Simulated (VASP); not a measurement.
```yaml
crystal:
  lattice:
    - [4.07734, 0.00000, 0.00000]
    - [-2.03867, 3.53108, 0.00000]
    - [0.00000, 0.00000, 5.13177]
  atoms:
    - { symbol: Se, position: [0.24655, 0.00000, 0.33333] }
    - { symbol: Se, position: [0.00000, 0.24655, 0.66667] }
    - { symbol: Se, position: [0.75345, 0.75345, 0.00000] }
```

Calculation: PBE GGA with D3 dispersion (Becke-Johnson damping), VASP's PBE PAW potentials (set 64) (plane waves; VASP). Settings: 400 eV cut-off, 11×11×8 Γ-centred mesh, Gaussian smearing of 0.010 eV, potentials Se.

Problem. Predict the energy per atom (σ→0).

Solution. 
- energy per atom (σ→0): -369.6 kJ/mol-atom

Only differences to runs with the same potentials and settings are physical.

The structure comes from a measured Se entry (P3_121) of the Crystallography Open Database, whose conditions weren't checked. It was relaxed first, which changed the volume by -6 %.
